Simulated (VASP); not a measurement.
Given:

```
KBr
1.0
    0.00000     3.35064     3.35064
    3.35064     0.00000     3.35064
    3.35064     3.35064     0.00000
K Br
1 1
Direct
  0.00000   0.00000   0.00000
  0.50000   0.50000   0.50000
```

Computed with PBE GGA, VASP's PBE PAW potentials (set 64) (plane waves; VASP 6.6.1). Run with 500 eV cut-off, 7×7×7 Γ-centred mesh, Gaussian smearing of 0.050 eV, potentials K_sv Br.

**Question.** Estimate the energy per atom (σ→0), band gap (on the k-mesh) with the smallest direct gap where there is one.

**Answer.** 
```
Property                                     Result
-----------------------------------  --------------
band gap (on the k-mesh)                    4.31 eV
smallest direct gap (on the k-mesh)         4.31 eV
energy per atom (σ→0)                -3.112 eV/atom
```

The absolute energy has meaning only against runs of the same code, potentials and settings.

The compound is KBr in the rock salt structure. It was relaxed first.
